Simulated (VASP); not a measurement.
Level of theory: PBE GGA, VASP's PBE PAW potentials (set 64) (plane waves; VASP).

A VASP calculation is set up with these files.

### KPOINTS
```
Automatic mesh
0
Gamma
 8 8 8
0 0 0
```

**INCAR**
```
SYSTEM=Ni3Al
PREC=Accurate; ENCUT=400; LREAL=F
LASPH=T
EDIFF=1E-6; NELM=100; ALGO=Normal
LMAXMIX=4
ISMEAR=1; SIGMA=0.1
GGA=PE
MAGMOM=0.0 0.5 0.5 0.5
ISPIN=2; NUPDOWN=1
ISIF=2
LWAVE=F; LCHARG=F; LORBIT=10
```

### POSCAR
```
Ni3Al
1
    3.5017940000     0.0000000000     0.0000000000
    0.0000000000     3.5058800000     0.0000000000
    0.0000000000     0.0000000000     3.6196940000
Al Ni
1 3
Direct
  0.0000000000   0.0000000000   0.0000000000
  0.0000000000   0.5000000000   0.5000000000
  0.5000000000   0.0000000000   0.5000000000
  0.5231620000   0.5000000000   0.0000000000
```

POTCAR, in this order: Al Ni (PBE.64 set). Program: vasp_std.

Problem. What will the output report for the number of irreducible k-points (NKPTS), number of bands (NBANDS), largest plane-wave count, number of space-group operations, FFT grid (NGX, NGY, NGZ)?

Solution. 
```yaml
number of irreducible k-points (NKPTS): 125
number of bands (NBANDS): 21
largest_plane_wave_count: 828
number_of_space_group_operations: 4
FFT grid (NGX, NGY, NGZ): 24 × 24 × 24
```

The compound is Ni3Al in the L1_2 structure. The cell was not relaxed at this level, atoms are displaced from their ideal sites. The run is one of a series of settings (NUPDOWN = 1 against the base run), some of them coarse on purpose.
